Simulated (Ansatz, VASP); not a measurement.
# FeSi2 (Linzhiite): VASP beside Ansatz, part 2 of 2

Aim: how closely do two programs agree when they are given the same cell, functional and k mesh? Of the first pair: The structure shown is the end of the Ansatz relaxation below.

VASP 6.6.1 and Ansatz 0.2.0.

So far. Step 4 (Differences): The largest component of a force difference here is 18 meV/Å.

### 6. VASP: relaxation of cell and atoms, PBEsol

Level of this step: PBEsol, no spin polarisation; plane waves and PAW (Si, Fe) (VASP).

The same cell, functional, mesh and smearing now go to VASP, with its own data sets.

File INCAR:

```
SYSTEM = FeSi2
PREC = Accurate
ENCUT = 600
EDIFF = 1E-07
NELM = 120
ISMEAR = 0
SIGMA = 0.1
LREAL = .FALSE.
ALGO = Normal
GGA = PS
NBANDS = 14
LASPH = .TRUE.
LORBIT = 11
LWAVE = .FALSE.
LCHARG = .FALSE.
ISIF = 3
IBRION = 2
NSW = 80
EDIFFG = -0.005
GGA_COMPAT = .FALSE.
NELMIN = 4
KPAR = 2
```

File POSCAR:

```
FeSi2
1.0
    2.6840000000      0.0000000000      0.0000000000
    0.0000000000      2.6840000000      0.0000000000
    0.0000000000      0.0000000000      5.1280000000
Si Fe
2 1
Direct
    0.5000000000      0.5000000000      0.2700000000
    0.5000000000      0.5000000000      0.7300000000
    0.0000000000      0.0000000000      0.0000000000
```

File KPOINTS:

```
Automatic mesh
0
Gamma
16 16 8
0 0 0
```

The projector-augmented-wave data sets are Si and Fe (PBE family, release 64).

Started as:

```bash
> mpirun -np 2 vasp_std
```

Numbers of over 12 decimals in the logs are rounded to 6 here.

Output:

```text
[banner, memory and clock lines left out]
running    2 mpi-ranks, on    1 nodes
[...]
[... a notice as in an earlier step ...]

 LDA part: xc-table for (Slater+PW92), standard interpolation
 POSCAR, INCAR and KPOINTS ok, starting setup
[...]
entering main loop
       N       E                     dE             d eps       ncg     rms          rms(c)
DAV:   1     0.670637602214E+02    0.67064E+02   -0.77993E+03  6340   0.129E+03
DAV:   2    -0.194577517599E+02   -0.86522E+02   -0.76897E+02  6468   0.231E+02
DAV:   3    -0.236574440214E+02   -0.41997E+01   -0.40211E+01  8514   0.567E+01
DAV:   4    -0.237541454268E+02   -0.96701E-01   -0.96549E-01  7304   0.791E+00
[...]
DAV:  13    -0.219499263596E+02    0.97757E-07   -0.16357E-06  8784   0.159E-02    0.611E-03
DAV:  14    -0.219499264721E+02   -0.11248E-06   -0.19217E-07  6456   0.318E-03    0.244E-03
DAV:  15    -0.219499264595E+02    0.12535E-07   -0.38253E-08  4368   0.295E-03
   1 F= -.21949926E+02 E0= -.21947285E+02  d E =-.219499E+02
[... from here on, the cycles between the ionic steps are left out ...]
   2 F= -.21952426E+02 E0= -.21949933E+02  d E =-.249938E-02
   3 F= -.21954050E+02 E0= -.21951503E+02  d E =-.412326E-02
   4 F= -.21954160E+02 E0= -.21951594E+02  d E =-.109979E-03
   5 F= -.21954197E+02 E0= -.21951638E+02  d E =-.147467E-03
   6 F= -.21954219E+02 E0= -.21951657E+02  d E =-.218124E-04
 trial-energy change:   -0.000022  1 .order   -0.000023   -0.000062    0.000017
 step:   0.6673(harm=  0.6759)  dis= 0.00008  next Energy=   -21.954221 (dE=-0.237E-04)
 reached required accuracy - stopping structural energy minimisation
```

Parts of OUTCAR (step 6):

```text
  Total        0.0122247      0.0122247     -0.0047764      0.0000000      0.0000000      0.0000000
  in kB        0.5345960      0.5345960     -0.2088754      0.0000000      0.0000000      0.0000000
  external PRESSURE =       0.2867722 kB  Pullay stress =       0.0000000 kB

 POSITION                                       TOTAL-FORCE (eV/Angst)
 -----------------------------------------------------------------------------------
      1.33878      1.33878      1.38997         0.000000     -0.000000      0.002304
      1.33878      1.33878      3.72029        -0.000000      0.000000     -0.002304
      2.67757     -0.00000      0.00000        -0.000000      0.000000      0.000000
 -----------------------------------------------------------------------------------
    total drift:                                0.000000      0.000000     -0.000000

  FREE ENERGIE OF THE ION-ELECTRON SYSTEM (eV)
  ---------------------------------------------------
  free  energy   TOTEN  =       -21.9542189992 eV

  energy  without entropy=      -21.9490947115  energy(sigma->0) =      -21.95165686

 reached required accuracy - stopping structural energy minimisation

[... 1 part as in an earlier step ...]

[... 2 further parts left out ...]
[key lines of the parts left out:]
E-fermi :  10.0289
```

The run keeps the 16 symmetry operations of its start, so it cannot find a distortion of lower symmetry.

### 7. Side by side

What differs besides the data sets and the points named for the pairs above, as far as they apply: the data sets hold 24 valence electrons in Ansatz (on its PAW soft_1 files) and 16 in VASP; Ansatz adds a Pulay correction to the stress that steers its cell, VASP none. Total energies have different zeros and are not compared.

Both answers:

```tsv
quantity	Ansatz	VASP	difference
volume (Å³)	36.57	36.64	-0.17 %
edge a after relaxation, in the typed setting (Å)	2.676	2.678	-0.05 %
edge c after relaxation, in the typed setting (Å)	5.106	5.110	-0.08 %
```

### 8. Ansatz: relaxation, PBEsol

This run makes the geometry at which the two programs are then compared.

The structure compared here is the end of the Ansatz relaxation.

File input.yaml:

```yaml
crystal:
  lattice:
    - [2.6758240265, 0.0, 0.0]
    - [0.0, 2.6758240265, 0.0]
    - [0.0, 0.0, 5.1580193348]
  atoms:
    - { symbol: Si, position: [0.5, 0.5, 0.2719751077] }
    - { symbol: Si, position: [0.5, 0.5, 0.7280248923] }
    - { symbol: Fe, position: [0.0, 0.0, 0.0] }
kpoints:
  mp_grid: { grid: [16, 16, 8] }
hamiltonian:
  xc: pbesol
  pseudopotentials: { kind: paw, azcp: { folder: soft_1 }, xc_functional: pbe }
scf:
  occupations: { method: methfessel_paxton, width: 0.2 }
output:
  forces: true
  stress: true
  eigenvalues: true
relax:
  adjacent_minimum: "off"
  f_tol: 0.001
  max_steps: 60
  cell: { stress_tol: 0.01, fix: [c, angles] }
```

Started as:

```bash
> ansatz run input.yaml --threads 4 --pin off --max-ram 10240MiB --backend cpu --events-out ev --progress --plain --runs-dir out
```

Output:

```text
[...]
Crystal: 3 atoms, lattice volume = 36.932 Å³
Basis set: ecut = 420 eV, 733 PW (Γ), exchange–correlation on 36×36×72 points (8 copies of the dense FFT grid, shifted against one another)
Bands: 16, of which v1, the nominal top of the filled ones, is band 12 counted from 1 (11 counted from 0)
Symmetry: 16 space group operations
[...]
k-points: 225 of 2048
[...]
k-point 224: bands = [... 8 lower, 11.0283, 11.0283, 12.4630, 14.5369, 14.6446, 14.6446, 15.4060, 17.2069]
--- Relaxed structure (4 steps of the walk, 4 accepted, 1 SCFs on fresh bases) ---
[...]
cell:  # Å, volume = 36.7657 Å³
    - [2.669807, 0, 0.0]
    - [0, 2.669807, 0.0]
    - [0.0, 0.0, 5.1580193348]
  atoms:
    - { symbol: Si, position: [0.5, 0.5, 0.272253] }
    - { symbol: Si, position: [0.5, 0.5, 0.727747] }
    - { symbol: Fe, position: [0, 0, 0] }
[key lines of the parts left out:]
SCF converged after 6 iterations
Free energy (F): -5693.359043 eV
Fermi energy:    14.317488 eV
P = ⅓ Tr σ = -1.4202 GPa (-14.202 kbar)
```

### 9. VASP: single point, PBEsol, pair 3

The same cell, functional, mesh and smearing now go to VASP, with its own data sets.

File INCAR:

```
SYSTEM = FeSi2
PREC = Accurate
ENCUT = 600
EDIFF = 1E-06
NELM = 120
ISMEAR = 1
SIGMA = 0.2
LREAL = .FALSE.
ALGO = Normal
GGA = PS
NBANDS = 14
LASPH = .TRUE.
LORBIT = 11
LWAVE = .FALSE.
LCHARG = .FALSE.
ISIF = 2
GGA_COMPAT = .FALSE.
KPAR = 2
```

File POSCAR:

```
FeSi2
1.0
    2.6698067109      0.0000000000      0.0000000000
    0.0000000000      2.6698067109      0.0000000000
    0.0000000000      0.0000000000      5.1580193348
Si Fe
2 1
Direct
    0.5000000000      0.5000000000      0.2722533144
    0.5000000000      0.5000000000      0.7277466856
    0.0000000000      0.0000000000      0.0000000000
```

KPOINTS is that of step 6.

Started as:

```bash
> mpirun -np 2 vasp_std
```

Output:

```text
[... set-up lines as in an earlier step ...]
 entering main loop
       N       E                     dE             d eps       ncg     rms          rms(c)
DAV:   1     0.669254203110E+02    0.66925E+02   -0.78322E+03  6340   0.130E+03
DAV:   2    -0.194517927442E+02   -0.86377E+02   -0.77042E+02  6438   0.232E+02
DAV:   3    -0.236428775583E+02   -0.41911E+01   -0.40098E+01  8504   0.560E+01
DAV:   4    -0.237390644860E+02   -0.96187E-01   -0.95981E-01  7298   0.780E+00
[...]
DAV:  11    -0.219467273880E+02    0.16798E-04   -0.24834E-04  8458   0.205E-01    0.625E-02
DAV:  12    -0.219467203403E+02    0.70477E-05   -0.20458E-05  8240   0.483E-02    0.153E-02
DAV:  13    -0.219467199881E+02    0.35220E-06   -0.29886E-06  7426   0.234E-02
   1 F= -.21946720E+02 E0= -.21946907E+02  d E =0.560014E-03
```

OUTCAR, selected parts (step 9):

```text
  Total        0.0866704      0.0866704     -0.8814239      0.0000000      0.0000000     -0.0000000
  in kB        3.7769306      3.7769306    -38.4107519      0.0000000      0.0000000     -0.0000000
  external PRESSURE =     -10.2856303 kB  Pullay stress =       0.0000000 kB

 POSITION                                       TOTAL-FORCE (eV/Angst)
 -----------------------------------------------------------------------------------
      1.33490      1.33490      1.40429        -0.000000      0.000000      0.019799
      1.33490      1.33490      3.75373         0.000000     -0.000000     -0.019799
      0.00000      0.00000      0.00000        -0.000000      0.000000     -0.000000
 -----------------------------------------------------------------------------------
    total drift:                                0.000000      0.000000      0.000000

  FREE ENERGIE OF THE ION-ELECTRON SYSTEM (eV)
  ---------------------------------------------------
  free  energy   TOTEN  =       -21.9467199881 eV

  energy  without entropy=      -21.9472800021  energy(sigma->0) =      -21.94690666

[... 1 part as in an earlier step ...]

[... 2 further parts left out ...]
[key lines of the parts left out:]
E-fermi :  10.0041
```

The run ends at a pressure of -1.03 GPa, with forces up to 0.020 eV/Å.

### 10. Differences

What differs besides the data sets and the points named for the pairs above, as far as they apply: the data sets hold 24 valence electrons in Ansatz (on its PAW soft_1 files) and 16 in VASP. Total energies have different zeros and are not compared.

Both answers:

```tsv
quantity	Ansatz	VASP	difference
pressure (GPa)	-1.42	-1.03	-0.39
```

The largest component of a force difference here is 20 meV/Å.

### 11. Summary of results

- difference in pressure (single point, PBEsol, pair 1): -0.42 GPa
- r.m.s. force difference (single point, PBEsol, pair 1): 8.6 meV/Å
- difference in volume (relaxation of cell and atoms, PBEsol): -0.17 %
- difference in pressure (single point, PBEsol, pair 3): -0.39 GPa
- r.m.s. force difference (single point, PBEsol, pair 3): 9.3 meV/Å

What this shows: The r.m.s. force difference is 9.3 meV/Å (single point, PBEsol, pair 3), within the 12 meV/Å picked in this series as the mark of a large difference. The data sets hold unlike numbers of valence electrons (24 in Ansatz and 16 in VASP), so part of the differences may come from the potentials. 1 further pair of this series is not shown here. Such differences can come from data sets, numerical settings and the points named under the comparisons, not from the functional's error against experiment.

[Lines on the potential files, build, host, timing and source positions are cut from VASP's logs without a mark.]

[Logs are printed without paths, hosts, clocks, repeated set-up lines and the standing remarks that a program may print on its own settings, such as how far it seeks lower states.]

[Hosts, paths, dates, database ids (printed as entryN), source tags and the programs' standing remarks are cut or masked in the printed files.]
